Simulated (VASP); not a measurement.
MgS (rock salt), at 0.96 of the tabulated volume:

```xyz
2
Lattice="0.0000 2.5649 2.5649 2.5649 0.0000 2.5649 2.5649 2.5649 0.0000" Properties=species:S:1:pos:R:3 pbc="T T T"
Mg     0.0000     0.0000     0.0000
S      2.5649     2.5649     2.5649
```

The lowest empty band near X, direction across the valley's axis, from PBE with spin-orbit coupling in VASP (PAW); its two spin partners are averaged. The gap over the points computed is 2.84 eV, and the next band on that side lies 1.39 eV away at the edge.

Run with 400 eV cut-off, 10×10×10 Γ-centred mesh, Gaussian smearing of 0.050 eV, potentials Mg S.

```tsv
distance from the edge in k (1/Å)	distance in energy (meV)
0.018	4.2
0.025	8.1
0.035	15.9
0.050	32.4
0.070	63.3
```

Task: Fit E(1 + αE) = ħ²k²/2m* (ħ²/2m0 = 3.810 eV Å²) and predict the row at 0.095 1/Å.

Result: The rows don't resolve α, so a parabola serves: the electron mass is m* = 0.295 m0, and so 116.7 meV. The run gave 115.6 meV, -1.1 meV from the fit.

Left out are points under 3 meV from the edge, since the levels carry 0.1 meV, and points farther than half the way to the next band.

The compound is MgS in the rock salt structure. The cell was not relaxed at this level.
